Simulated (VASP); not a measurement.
Given:

```
CELL_PARAMETERS angstrom
      0.00000     3.16779     3.16779
      3.16779     0.00000     3.16779
      3.16779     3.16779     0.00000
ATOMIC_POSITIONS crystal
  Sn 0.00000 0.00000 0.00000
  Te 0.50000 0.50000 0.50000
```

Level of theory: r2SCAN+rVV10, VASP's PBE PAW potentials (set 64) (plane waves; VASP). Settings: 520 eV cut-off, 8×8×8 Γ-centred mesh, tetrahedra with Blöchl corrections, potentials Sn_d Te.

Unless said otherwise, spin-orbit coupling is left out, though it shifts the bands of the heavy elements here.

Give the energies of bands 7 to 13 at the high-symmetry points, in eV from the valence-band maximum.

```csv
band,Γ,X,U,L,W
7,-4.84,-6.79,-7.81,-8.77,-7.76
8,-2.48,-5.93,-5.52,-2.12,-5.17
9,-2.48,-4.09,-3.58,-2.12,-5.17
10,-2.48,-4.09,-2.95,0.00,-1.07
11,3.35,2.28,2.97,0.05,0.79
12,3.35,4.99,3.14,0.25,4.75
13,3.35,4.99,4.32,0.25,4.75
```

The gap is direct, 0.05 eV, from the valence maximum at L to the conduction minimum at L.

The compound is SnTe in the rock salt structure, which distorts at low temperature. It was relaxed first.
